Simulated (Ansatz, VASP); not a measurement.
**Li16TeO7 (a cell with a defect): VASP beside Ansatz**

```xyz
24
Lattice="0.0000 4.6100 4.6100 4.6100 0.0000 4.6100 4.6100 4.6100 0.0000" Properties=species:S:1:pos:R:3 pbc="T T T"
Li    1.3259    1.3259    1.3259
Li    3.2841    3.2841    1.3259
Li    3.2841    1.3259    3.2841
Li    5.7200    3.5000    3.5000
Li    1.3259    3.2841    3.2841
Li    3.5000    5.7200    3.5000
Li    3.5000    3.5000    5.7200
Li    5.7200    5.7200    5.7200
Li    3.5000    3.5000    3.5000
Li    5.7200    5.7200    3.5000
Li    5.7200    3.5000    5.7200
Li    7.8941    5.9359    5.9359
Li    3.5000    5.7200    5.7200
Li    5.9359    7.8941    5.9359
Li    5.9359    5.9359    7.8941
Li    7.8941    7.8941    7.8941
Te    0.0000    0.0000    0.0000
O     2.3050    2.3050    0.0000
O     2.3050    0.0000    2.3050
O     4.6100    2.3050    2.3050
O     0.0000    2.3050    2.3050
O     2.3050    4.6100    2.3050
O     2.3050    2.3050    4.6100
O     4.6100    4.6100    4.6100
```

Alike in both runs: functional PBE; k mesh 4 × 4 × 4; occupations fermi-dirac, width 0.01 eV; no spin polarisation.

Ansatz relaxed the structure, and its values are those at the end. VASP's run is a single point on that final structure, the one shown.

```csv
,VASP,Ansatz
version,VASP 6.6.1,Ansatz 0.2.0
potentials or method,"VASP PAW PBE potentials, release 64 (Li_sv, Te, O)","plane-wave PAW, scalar-relativistic"
plane-wave cutoff (eV),520,420
valence electrons in the cell,96,106
```

VASP gave:

```
gap on the k mesh at the Fermi level (eV) : 2.01
rms of the force components (eV/Å)        : 0.010
```

Problem. What did Ansatz give for the same quantities?

Solution. gap on the k mesh at the Fermi level (eV): 2.02; rms of the force components (eV/Å): 0.002.

The two sets of potentials don't hold the same shells in valence. Ansatz warned: «gradients_without_spin_orbit».

Caveats: spin-orbit coupling is left out, which moves the levels of the heavy elements.
